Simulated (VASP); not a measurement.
Consider the following.

```
CELL_PARAMETERS angstrom
      0.00000     1.77833     1.77833
      1.77833     0.00000     1.77833
      1.77833     1.77833     0.00000
ATOMIC_POSITIONS crystal
  C  0.00000 0.00000 0.00000
  C  0.25000 0.25000 0.25000
```

The numbers are results of PBEsol GGA, VASP's PBE PAW potentials (set 64) (plane waves; VASP), not measurements. Run with 520 eV cut-off, 14×14×14 Γ-centred mesh, tetrahedra with Blöchl corrections, potentials C.

Q: Estimate the energy per atom (σ→0).

A: 
| Item | Value |
|---|---|
| energy per atom (σ→0) | -9625 meV/atom |

The absolute energy has meaning only against runs of the same code, potentials and settings.

The compound is C in the diamond structure. It was relaxed first.
